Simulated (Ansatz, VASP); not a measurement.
# BAuCl3 in VASP and in Ansatz

```xyz
5
Lattice="5.0233 0.0000 0.0000 0.0000 5.0233 0.0000 0.0000 0.0000 5.0233" Properties=species:S:1:pos:R:3 pbc="T T T"
B     0.0000    0.0000    0.0000
Au    2.5117    2.5117    2.5117
Cl    0.0000    2.5117    2.5117
Cl    2.5117    0.0000    2.5117
Cl    2.5117    2.5117    0.0000
```

Alike in both runs: functional PBE; k mesh 4 × 4 × 4; occupations gaussian, width 0.1 eV; no spin polarisation.

Ansatz relaxed the structure, and its values are those at the end. VASP's run is a single point on that final structure, the one shown.

|  | VASP | Ansatz |
| --- | --- | --- |
| version | VASP 6.6.1 | Ansatz 0.2.0 |
| potentials or method | VASP PAW PBE potentials, release 64 (B, Au, Cl) | scalar-relativistic, plane waves, PAW |
| plane-wave cutoff (eV) | 520 | 420 |
| valence electrons in the cell | 35 | 43 |

```csv
,VASP,Ansatz,Ansatz less VASP
gap on the k mesh at the Fermi level (eV),none,none,-
pressure (GPa),0.3,0.4,+0.12
```

A gap of «none» marks a metal or a gap that the smearing closes. The two sets of potentials don't hold the same shells in valence.

Caveats: an odd number of electrons without spin polarisation forces a metal; a magnetic or distorted state may lie lower. The runs have no spin-orbit coupling, so splittings on Au are missing.
